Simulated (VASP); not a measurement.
VASP ran on this input.

File POSCAR:
```
BaO
1
    0.0000000000     2.7939051541     2.7939051541
    2.7939051541     0.0000000000     2.7939051541
    2.7939051541     2.7939051541     0.0000000000
Ba O
1 1
Direct
  0.0000000000   0.0000000000   0.0000000000
  0.5000000000   0.5000000000   0.5000000000
```

File KPOINTS:
```
Automatic mesh
0
Gamma
8 8 8
0 0 0
```

### INCAR
```
ALGO = Normal
EDIFF = 1E-7
ENCUT = 520
ISIF = 2
ISMEAR = 0
LASPH = T
LCHARG = F
LMAXMIX = 4
LREAL = F
LWAVE = F
NELM = 100
PREC = Accurate
SIGMA = 0.05
SYSTEM = BaO
```

POTCAR, in this order: Ba_sv O (LDA.64 set). Program: vasp_std.

Translate this LDA calculation to Quantum ESPRESSO's pw.x.

One equivalent input (not run):
```
&CONTROL
  calculation = 'scf'
  pseudo_dir = './pseudo'
  outdir = './out'
  tprnfor = .true.
  tstress = .true.
/
&SYSTEM
  ibrav = 0
  nat = 2
  ntyp = 2
  ecutwfc = 84
  occupations = 'smearing'
  smearing = 'gaussian'
  degauss = 0.003675
  input_dft = 'pz'
/
&ELECTRONS
  conv_thr = 7.3e-09
  electron_maxstep = 100
/
ATOMIC_SPECIES
  Ba 137.327 Ba.upf
  O 15.999 O.upf
CELL_PARAMETERS angstrom
     0.0000000    2.7939052    2.7939052
     2.7939052    0.0000000    2.7939052
     2.7939052    2.7939052    0.0000000
ATOMIC_POSITIONS crystal
  Ba   0.0000000  0.0000000  0.0000000
  O    0.5000000  0.5000000  0.5000000
K_POINTS automatic
  8 8 8 0 0 0
```
What does not carry over: the potentials are each code's own (VASP's PAW set, PseudoDojo norm-conserving files in pw.x), so ENCUT and ecutwfc are chosen apart and not converted; conv_thr bounds pw.x's estimated SCF error, while EDIFF bounds the energy change between steps.

The compound is BaO in the rock salt structure. This cell is one point of a volume scan, at 1.06 of the reference volume.
